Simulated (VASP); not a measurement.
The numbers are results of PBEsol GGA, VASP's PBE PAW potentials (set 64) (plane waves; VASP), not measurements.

Input for VASP

### INCAR
```
# general
SYSTEM   =  TiAs
PREC     =  Accurate
ENCUT    =  400
LREAL    =  F
LASPH    =  T

# electronic loop
EDIFF    =  1E-7
NELM     =  100
ALGO     =  Normal
LMAXMIX  =  4

# smearing
ISMEAR   =  -5

# functional
GGA      =  PS

# ions
ISIF     =  2

# output
LWAVE    =  F
LCHARG   =  T
LORBIT   =  11
NEDOS    =  601
```

**KPOINTS**
```
Automatic mesh
0
Gamma
12 12 12
0 0 0
```

File POSCAR:
```
TiAs
5.6870480
  0.0000000000   0.4999999774   0.4999999774
  0.4999999774   0.0000000000   0.4999999774
  0.4999999774   0.4999999774   0.0000000000
Ti As
1 1
Cartesian
  0.9999999547   0.4999999774   0.4999999774
  0.2499999887   0.2499999887   0.2499999887
```

POTCAR, in this order: Ti_sv As (PBE.64 set). Program: vasp_std.

Output

**OSZICAR**
```
       N       E                     dE             d eps       ncg     rms          rms(c)
DAV:   1     0.103590174851E+03    0.10359E+03   -0.72476E+03  1732   0.115E+03
DAV:   2    -0.737623421461E+01   -0.11097E+03   -0.10767E+03  1788   0.311E+02
DAV:   3    -0.161551787376E+02   -0.87789E+01   -0.86015E+01  2700   0.862E+01
DAV:   4    -0.165056831450E+02   -0.35050E+00   -0.34965E+00  2220   0.157E+01
DAV:   5    -0.165213271991E+02   -0.15644E-01   -0.15664E-01  2636   0.298E+00    0.107E+01
DAV:   6    -0.141104781634E+02    0.24108E+01   -0.20301E+01  2340   0.463E+01    0.482E+00
DAV:   7    -0.139198509926E+02    0.19063E+00   -0.31108E+00  2252   0.194E+01    0.229E+00
DAV:   8    -0.139360014967E+02   -0.16151E-01   -0.46700E-01  2412   0.668E+00    0.117E+00
DAV:   9    -0.139063664413E+02    0.29635E-01   -0.16421E-01  2344   0.438E+00    0.130E-01
DAV:  10    -0.139068860904E+02   -0.51965E-03   -0.44417E-03  2312   0.554E-01    0.926E-02
DAV:  11    -0.139070627119E+02   -0.17662E-03   -0.25081E-03  2536   0.549E-01    0.106E-01
DAV:  12    -0.139068427036E+02    0.22001E-03   -0.10076E-03  2492   0.314E-01    0.841E-03
DAV:  13    -0.139068435981E+02   -0.89450E-06   -0.20193E-05  2216   0.404E-02    0.184E-03
DAV:  14    -0.139068444861E+02   -0.88800E-06   -0.16009E-06  2308   0.144E-02    0.178E-03
DAV:  15    -0.139068441359E+02    0.35018E-06   -0.22989E-07  2068   0.426E-03    0.542E-04
DAV:  16    -0.139068441079E+02    0.27947E-07   -0.21499E-08  1204   0.147E-03
   1 F= -.13906844E+02 E0= -.13906844E+02  d E =0.000000E+00
```

OUTCAR:
```
------------------------ aborting loop because EDIFF is reached ----------------------------------------
  FORCE on cell =-STRESS in cart. coord.  units (eV):
  Direction    XX          YY          ZZ          XY          YZ          ZX
  --------------------------------------------------------------------------------------
  Total        0.0116201      0.0116201      0.0116201      0.0000000      0.0000000      0.0000000
  in kB        0.4048754      0.4048754      0.4048754      0.0000000      0.0000000      0.0000000
  external PRESSURE =       0.4048754 kB  Pullay stress =       0.0000000 kB
  volume of cell :       45.98
      direct lattice vectors                 reciprocal lattice vectors
     0.000000000  2.843523871  2.843523871    -0.175838158  0.175838158  0.175838158
     2.843523871  0.000000000  2.843523871     0.175838158 -0.175838158  0.175838158
     2.843523871  2.843523871  0.000000000     0.175838158  0.175838158 -0.175838158
 POSITION                                       TOTAL-FORCE (eV/Angst)
 -----------------------------------------------------------------------------------
      0.00000      0.00000      0.00000         0.000000      0.000000      0.000000
      1.42176      1.42176      1.42176        -0.000000     -0.000000     -0.000000
 -----------------------------------------------------------------------------------
    total drift:                                0.000000      0.000000      0.000000
  FREE ENERGIE OF THE ION-ELECTRON SYSTEM (eV)
  ---------------------------------------------------
  free  energy   TOTEN  =       -13.9068441079 eV

  energy  without entropy=      -13.9068441079  energy(sigma->0) =      -13.90684411

 total charge

# of ion       s       p       d       tot
------------------------------------------
    1        2.192   6.111   1.918  10.221
    2        1.222   1.693   0.032   2.946
--------------------------------------------------
tot          3.414   7.803   1.950  13.167
```
(Selected blocks of OUTCAR.)

For a metal the tetrahedron method with Blöchl corrections gives inexact stress and forces.

The structure was generated: TiAs was put into the zinc blende type (F-43m), which need not be its known phase. It was relaxed first, which changed the volume by -31 %. The electron count is odd and the run is not spin-polarised, which forces a metal.
